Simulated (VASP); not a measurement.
# Al2Cu (Khatyrkite): structure and properties in VASP

What structure does Al2Cu (Khatyrkite) take at this level, and what are its properties? The steps: full relaxation (LDA), second relaxation, density, ELF and potential (LDA), band structure (LDA), total and projected DOS (LDA), volume scan with LDA, fit for LDA and band structure (LDA), changed input. Left out of this account: 1 further run (bands with LDA: it shows nothing beyond the runs told). The start is a cell from a database of measured crystal structures.

Calculated with VASP 6.6.1; LDA; plane waves and PAW (Al, Cu).

## (1) Set-up

Before any relaxation, the start is as follows. It takes space group I4/mcm (No. 140, tetragonal). Conventional cell: a = 6.067 Å, b = 6.067 Å, c = 4.877 Å, α = 90.00°, β = 90.00°, γ = 90.00°. Nearest to Al lie 4 Cu at 2.59 Å and 1 Al at 2.71 Å. Cu has 2 Cu at 2.44 Å and 8 Al at 2.59 Å nearest. Farther neighbours are not listed.

Coordinates:

```xyz
6
Lattice="-3.0335 3.0335 2.4385 3.0335 -3.0335 2.4385 3.0335 3.0335 -2.4385" Properties=species:S:1:pos:R:3 pbc="T T T"
Al    0.9592    3.9927    0.0000
Al    2.0743    0.9592    0.0000
Al    2.0743   -0.9592    2.4385
Al    0.9592    2.0743    2.4385
Cu    0.0000    0.0000    1.2192
Cu    0.0000    0.0000    3.6578
```

## (2) Full relaxation (LDA)

The start need not lie at this functional's minimum. ISIF = 3 frees volume, shape and positions, and EDIFFG sets the threshold on forces and stress at which the search stops. LDA, the lowest rung, knows the local density alone.

INCAR

```
SYSTEM = Al2Cu
PREC = Accurate
ENCUT = 400
EDIFF = 1E-06
NELM = 100
ISMEAR = 1
SIGMA = 0.2
LREAL = .FALSE.
ALGO = Normal
GGA = CA
NBANDS = 23
LASPH = .TRUE.
LORBIT = 11
LWAVE = .FALSE.
LCHARG = .FALSE.
KPAR = 4
IBRION = 2
NSW = 60
ISIF = 3
EDIFFG = -0.01
```

POSCAR

```
Al2Cu
1.0
   -3.0335000000      3.0335000000      2.4385000000
    3.0335000000     -3.0335000000      2.4385000000
    3.0335000000      3.0335000000     -2.4385000000
Al Cu
4 2
Direct
    0.6581000000      0.1581000000      0.8162000000
    0.1581000000      0.3419000000      0.5000000000
    0.3419000000      0.8419000000      0.1838000000
    0.8419000000      0.6581000000      0.5000000000
    0.2500000000      0.2500000000      0.0000000000
    0.7500000000      0.7500000000      0.0000000000
```

KPOINTS

```
Automatic mesh
0
Gamma
6 6 6
0 0 0
```

PAW data sets: Al and Cu (LDA family, release 64).

The run is started by

```bash
$ mpirun -np 4 vasp_std
```

The program printed:

```text
[banner, memory and clock lines left out]
running    4 mpi-ranks, on    1 nodes
 distrk:  each k-point on    1 cores,    4 groups
 distr:  one band on    1 cores,    1 groups

 POSCAR found type information on POSCAR AlCu
 POSCAR found :  2 types and       6 ions
 LDA part: xc-table for (Slater(with rela. corr.)+CA(PZ))
 , standard interpolation
 POSCAR, INCAR and KPOINTS ok, starting setup
 FFT: planning ... GRIDC
 FFT: planning ... GRID_SOFT
 FFT: planning ... GRID
 WAVECAR not read
 entering main loop
       N       E                     dE             d eps       ncg     rms          rms(c)
DAV:   1     0.165473315696E+03    0.16547E+03   -0.11700E+04  1380   0.135E+03
DAV:   2    -0.221482327730E+02   -0.18762E+03   -0.17817E+03  1380   0.287E+02
DAV:   3    -0.316180435488E+02   -0.94698E+01   -0.90574E+01  1939   0.885E+01
DAV:   4    -0.318347667076E+02   -0.21672E+00   -0.21646E+00  2022   0.111E+01
DAV:   5    -0.318390724413E+02   -0.43057E-02   -0.43045E-02  1969   0.139E+00    0.209E+01
DAV:   6    -0.369693807768E+02   -0.51303E+01   -0.13126E+02  1686   0.309E+02    0.177E+01
DAV:   7    -0.277303231954E+02    0.92391E+01   -0.31866E+01  1715   0.122E+02    0.443E+00
DAV:   8    -0.272557304246E+02    0.47459E+00   -0.34395E+00  2176   0.396E+01    0.110E+00
DAV:   9    -0.272385527615E+02    0.17178E-01   -0.19482E-01  1756   0.300E+00    0.490E-01
DAV:  10    -0.272389146903E+02   -0.36193E-03   -0.10586E-02  2254   0.118E+00    0.480E-01
DAV:  11    -0.272369391929E+02    0.19755E-02   -0.13752E-03  2186   0.926E-01    0.329E-01
DAV:  12    -0.272348439664E+02    0.20952E-02   -0.97130E-03  2209   0.261E+00    0.382E-02
DAV:  13    -0.272348959314E+02   -0.51965E-04   -0.67816E-04  1604   0.208E-01    0.382E-02
DAV:  14    -0.272348843723E+02    0.11559E-04   -0.32490E-05  2284   0.999E-02    0.216E-02
DAV:  15    -0.272348785391E+02    0.58332E-05   -0.31966E-05  2201   0.152E-01    0.683E-03
DAV:  16    -0.272348785825E+02   -0.43365E-07   -0.20533E-06  1211   0.145E-02
   1 F= -.27234879E+02 E0= -.27233055E+02  d E =-.272349E+02
 curvature:   0.00 expect dE= 0.000E+00 dE for cont linesearch  0.000E+00
 trial: gam= 0.00000 g(F)=  0.290E-02 g(S)=  0.322E+00 ort = 0.000E+00 (trialstep = 0.100E+01)
 search vector abs. value=  0.325E+00
 bond charge predicted
       N       E                     dE             d eps       ncg     rms          rms(c)
DAV:   1    -0.331519940508E+02   -0.59171E+01   -0.60986E+01  1640   0.180E+02    0.237E+01
DAV:   2    -0.380186921321E+02   -0.48667E+01   -0.13576E+02  1641   0.329E+02    0.176E+01
DAV:   3    -0.278028055301E+02    0.10216E+02   -0.33925E+01  1665   0.131E+02    0.407E+00
DAV:   4    -0.276399186311E+02    0.16289E+00   -0.14389E+00  2178   0.141E+01    0.271E+00
DAV:   5    -0.273546393992E+02    0.28528E+00   -0.16858E+00  2142   0.325E+01    0.139E+00
DAV:   6    -0.273382723357E+02    0.16367E-01   -0.18977E-01  2203   0.109E+01    0.213E-01
DAV:   7    -0.273391431190E+02   -0.87078E-03   -0.15927E-02  2064   0.338E+00    0.233E-01
DAV:   8    -0.273378157981E+02    0.13273E-02   -0.42638E-03  2000   0.190E+00    0.216E-02
DAV:   9    -0.273378272557E+02   -0.11458E-04   -0.27939E-04  2078   0.120E-01    0.177E-02
DAV:  10    -0.273378260199E+02    0.12357E-05   -0.83741E-06  1847   0.636E-02    0.122E-02
DAV:  11    -0.273378262608E+02   -0.24085E-06   -0.10488E-06   993   0.305E-02
   2 F= -.27337826E+02 E0= -.27335953E+02  d E =-.102948E+00
[... from here on, the cycles between the ionic steps are left out ...]
   3 F= -.27356552E+02 E0= -.27354918E+02  d E =-.121674E+00
   4 F= -.27356500E+02 E0= -.27354879E+02  d E =-.121622E+00
   5 F= -.27359098E+02 E0= -.27358251E+02  d E =-.259792E-02
   6 F= -.27359678E+02 E0= -.27359320E+02  d E =-.317766E-02
   7 F= -.27360219E+02 E0= -.27359717E+02  d E =-.540843E-03
   8 F= -.27360274E+02 E0= -.27359718E+02  d E =-.595646E-03
   9 F= -.27360318E+02 E0= -.27359735E+02  d E =-.447459E-04
 trial-energy change:   -0.000045  1 .order   -0.000073   -0.000289    0.000144
 step:   0.6576(harm=  0.7666)  dis= 0.00072  next Energy=   -27.360351 (dE=-0.776E-04)
 bond charge predicted
       N       E                     dE             d eps       ncg     rms          rms(c)
DAV:   1    -0.273608529781E+02   -0.53491E-03   -0.69099E-03  1682   0.201E+00    0.188E-01
DAV:   2    -0.273608749082E+02   -0.21930E-04   -0.72869E-03  1750   0.253E+00    0.147E-01
DAV:   3    -0.273603577368E+02    0.51717E-03   -0.22025E-03  1763   0.142E+00    0.286E-02
DAV:   4    -0.273603486141E+02    0.91227E-05   -0.71459E-05  1597   0.536E-02    0.101E-02
DAV:   5    -0.273603458282E+02    0.27858E-05   -0.64485E-06  1943   0.618E-02    0.386E-03
DAV:   6    -0.273603454854E+02    0.34288E-06   -0.69717E-07   788   0.245E-02
  10 F= -.27360345E+02 E0= -.27359775E+02  d E =-.719145E-04
 curvature:  -0.48 expect dE=-0.295E-05 dE for cont linesearch -0.613E-06
 trial: gam=-0.00710 g(F)=  0.308E-05 g(S)=  0.301E-05 ort = 0.210E-04 (trialstep = 0.105E+01)
 search vector abs. value=  0.581E-05
 reached required accuracy - stopping structural energy minimisation
```

Run time: 59 s. Hardware: 4 MPI ranks of Intel Xeon Platinum 8259CL at 2.50GHz (Skylake/Cascade Lake), shared host; peak memory 0.74 GiB.

The logs omit lines about the potential files and the build; timing stands in the text.

Parts of OUTCAR (step 2):

```text
ion  position               nearest neighbor table
   1  0.658  0.158  0.816-   5 2.59   6 2.59   5 2.59   6 2.59   3 2.71   3 2.90   3 2.90   2 3.10
                             4 3.10   4 3.10   2 3.10   2 3.23   4 3.23   4 3.23   2 3.23
   2  0.158  0.342  0.500-   5 2.59   5 2.59   6 2.59   6 2.59   4 2.71   4 2.90   4 2.90   1 3.10
                             3 3.10   1 3.10   3 3.10   1 3.23   3 3.23   3 3.23   1 3.23
   3  0.342  0.842  0.184-   5 2.59   6 2.59   5 2.59   6 2.59   1 2.71   1 2.90   1 2.90   4 3.10
                             2 3.10   2 3.10   4 3.10   4 3.23   2 3.23   4 3.23   2 3.23
   4  0.842  0.658  0.500-   6 2.59   6 2.59   5 2.59   5 2.59   2 2.71   2 2.90   2 2.90   1 3.10
                             3 3.10   1 3.10   3 3.10   1 3.23   3 3.23   1 3.23   3 3.23
   5  0.250  0.250  0.000-   6 2.44   6 2.44   1 2.59   3 2.59   1 2.59   3 2.59   2 2.59   2 2.59
                             4 2.59   4 2.59
   6  0.750  0.750  0.000-   5 2.44   5 2.44   1 2.59   3 2.59   1 2.59   3 2.59   4 2.59   4 2.59
                             2 2.59   2 2.59

  LATTYP: Found a body centered tetragonal cell.
 ALAT       =     6.0670000000
 C/A-ratio  =     0.8038569309

 Subroutine GETGRP returns: Found 16 space group operations
 (whereof  8 operations were pure point group operations)

The static configuration has the point symmetry C_4h.
 The point group associated with its full space group is D_4h.

 Found     30 irreducible k-points:

   k-points           NKPTS =     30   k-points in BZ     NKDIM =     30   number of bands    NBANDS=     23

   dimension x,y,z NGX =    32 NGY =   32 NGZ =   32
   dimension x,y,z NGXF=    64 NGYF=   64 NGZF=   64

   ENCUT  =  400.0 eV  29.40 Ry    5.42 a.u.   8.05  8.05  8.05*2*pi/ulx,y,z

   NELECT =      34.0000    total number of electrons

 k-points in reciprocal lattice and weights: Automatic mesh
   0.00000000  0.00000000  0.00000000       0.005
   0.16666667 -0.00000000  0.00000000       0.037
   0.33333333 -0.00000000  0.00000000       0.037
   0.50000000 -0.00000000  0.00000000       0.019
   0.16666667  0.16666667  0.00000000       0.037
   0.33333333  0.16666667  0.00000000       0.074
   0.50000000  0.16666667  0.00000000       0.074
  -0.33333333  0.16666667 -0.00000000       0.074
  -0.16666667  0.16666667  0.00000000       0.019
[...]
-0.33333333 -0.33333333  0.33333333       0.009
   0.50000000  0.50000000  0.50000000       0.005

 average (electrostatic) potential at core
       1 -70.0936       2 -70.0936       3 -70.0936       4 -70.0936       5 -64.8215
       6 -64.8215

 E-fermi :   8.3126

 k-point     1 :       0.0000    0.0000    0.0000
  band No.  band energies     occupation
    ...
     15       6.8594      2.00000
     16       7.0909      2.00000
     17       7.0909      2.00000
     18       7.5617      2.00000
     19       8.2062      1.77406
     20       8.5254     -0.06113
     21       9.9428     -0.00000
     22       9.9428     -0.00000
     23      10.0042     -0.00000

 k-point     2 :       0.1667   -0.0000    0.0000
  band No.  band energies     occupation
    ...
     14       5.5790      2.00000
     15       6.3399      2.00000
     16       6.5377      2.00000
     17       7.4997      2.00000
     18       7.5695      2.00000
     19       8.5676     -0.07019
     20       9.8933     -0.00000
     21      10.9365     -0.00000
     22      11.0498     -0.00000
     23      12.2547     -0.00000

 k-point     3 :       0.3333   -0.0000    0.0000
  band No.  band energies     occupation
    ...
     13       5.1612      2.00000
     14       5.5248      2.00000
     15       5.6536      2.00000
     16       5.9365      2.00000
     17       7.9806      2.04067
     18       9.0530     -0.00000
     19      10.2884     -0.00000
     20      11.1403     -0.00000
     21      11.1826     -0.00000
     22      13.4647      0.00000
    ...

  Total       -0.0078366     -0.0078366      0.0158666      0.0000000      0.0000000      0.0000000
  in kB       -0.1489930     -0.1489930      0.3016629      0.0000000      0.0000000      0.0000000
  external PRESSURE =       0.0012256 kB  Pullay stress =       0.0000000 kB

  energy-cutoff  :      400.00
  volume of cell :       84.27
      direct lattice vectors                 reciprocal lattice vectors
    -2.956324693  2.956324693  2.410508555     0.000000000  0.169128919  0.207425109
     2.956324693 -2.956324693  2.410508555     0.169128919  0.000000000  0.207425109
     2.956324693  2.956324693 -2.410508555     0.169128919  0.169128919  0.000000000

 POSITION                                       TOTAL-FORCE (eV/Angst)
 -----------------------------------------------------------------------------------
      0.94550      3.90182     -0.00000         0.002824      0.002824     -0.000000
      2.01083      0.94550     -0.00000        -0.002824      0.002824     -0.000000
      2.01083     -0.94550      2.41051        -0.002824     -0.002824      0.000000
      0.94550      2.01083      2.41051         0.002824     -0.002824     -0.000000
      0.00000      0.00000      1.20525        -0.000000     -0.000000     -0.000000
      0.00000      0.00000      3.61576        -0.000000     -0.000000     -0.000000
 -----------------------------------------------------------------------------------
    total drift:                               -0.000000      0.000000      0.000000

  FREE ENERGIE OF THE ION-ELECTRON SYSTEM (eV)
  ---------------------------------------------------
  free  energy   TOTEN  =       -27.3603454854 eV

  energy  without entropy=      -27.3586328602  energy(sigma->0) =      -27.35977461

 reached required accuracy - stopping structural energy minimisation

 total charge
# of ion       s       p       d       tot
------------------------------------------
    1        0.428   0.366   0.000   0.794
    2        0.428   0.366   0.000   0.794
    3        0.428   0.366   0.000   0.794
    4        0.428   0.366   0.000   0.794
    5        0.525   0.572   9.135  10.233
    6        0.525   0.572   9.135  10.233
--------------------------------------------------
tot          2.763   2.610  18.270  23.642

[... 3 further parts left out ...]
```

CONTCAR:

```
Al2Cu
   1.00000000000000
    -2.9563246925041282    2.9563246925041282    2.4105085547670138
     2.9563246925041282   -2.9563246925041282    2.4105085547670138
     2.9563246925041282    2.9563246925041282   -2.4105085547670138
  Al              Cu
     4     2
Direct
     0.6599107228069672    0.1599107228069671    0.8198214456139415
     0.1599107228069671    0.3400892771930328    0.5000000000000000
     0.3400892771930328    0.8400892771930328    0.1801785543860587
     0.8400892771930328    0.6599107228069672    0.5000000000000000
     0.2500000000000000    0.2500000000000000    0.0000000000000000
     0.7500000000000000    0.7500000000000000    0.0000000000000000
```

The k-mesh is coarse for a metal. The run keeps the 16 symmetry operations of its start, so it cannot find a distortion of lower symmetry.

Step by step:

```
step  energy less that of the first step (eV)  largest force (eV/Å)  pressure (GPa)  volume (Å³)
   1                                   0.0000                0.1225           -6.47        89.76
   2                                  -0.1029                0.0512            2.95        82.14
   3                                  -0.1217                0.0741            0.26        84.16
   4                                  -0.1216                0.0749           -0.05        84.27
   5                                  -0.1242                0.0615           -0.05        84.30
   6                                  -0.1248                0.0527           -0.11        84.32
   7                                  -0.1253                0.0223            0.10        84.21
   8                                  -0.1254                0.0120            0.18        84.17
   9                                  -0.1254                0.0020           -0.11        84.35
  10                                  -0.1255                0.0040            0.00        84.27
```

```
conventional cell, symmetrised  before  after  change
                         a (Å)   6.067  5.913  -2.5 %
                         b (Å)   6.067  5.913  -2.5 %
                         c (Å)   4.877  4.821  -1.1 %
              volume (Å³/atom)   14.96  14.04  -6.1 %
```

The atoms that moved most (Å, as changes of fractional coordinates times the final cell):

```
atom      dx      dy     dz  length
 Al3  -0.011  -0.011  0.000   0.015
 Al1   0.011   0.011  0.000   0.015
 Al2  -0.011   0.011  0.000   0.015
 Al4   0.011  -0.011  0.000   0.015
```

The relaxed structure:

```xyz
6
Lattice="-2.9563 2.9563 2.4105 2.9563 -2.9563 2.4105 2.9563 2.9563 -2.4105" Properties=species:S:1:pos:R:3 pbc="T T T"
Al    0.9455    3.9018    0.0000
Al    2.0108    0.9455    0.0000
Al    2.0108   -0.9455    2.4105
Al    0.9455    2.0108    2.4105
Cu    0.0000    0.0000    1.2053
Cu    0.0000    0.0000    3.6158
```

This step gave:

- electrons: 34
- bands: 23
- irreducible k-points: 30
- symmetry operations: 16
- free energy (TOTEN): -27.36 eV
- energy at zero smearing: -27.36 eV
- Fermi energy: 8.313 eV
- pressure: 1.23e-4 GPa
- metallic: yes
- SCF cycles over all ionic steps: 77

It ends with a largest force of 0.004 eV/Å and a pressure of 0.00 GPa. The volume lies -6.1 % from that of the database's start, which holds the thermal and zero-point expansion of its experiment. LDA is known to overbind.

(Part 1 of 5 ends here.)

[Lines on the potential files, build, host, timing and source positions are cut from VASP's logs without a mark.]

[Logs are printed without paths, hosts, clocks, repeated set-up lines and the standing remarks that a program may print on its own settings, such as how far it seeks lower states.]

[Hosts, paths, dates, database ids (printed as entryN), source tags and the programs' standing remarks are cut or masked in the printed files.]

[A measured line is paired with the nearest computed mode of its activity, which favours agreement.]
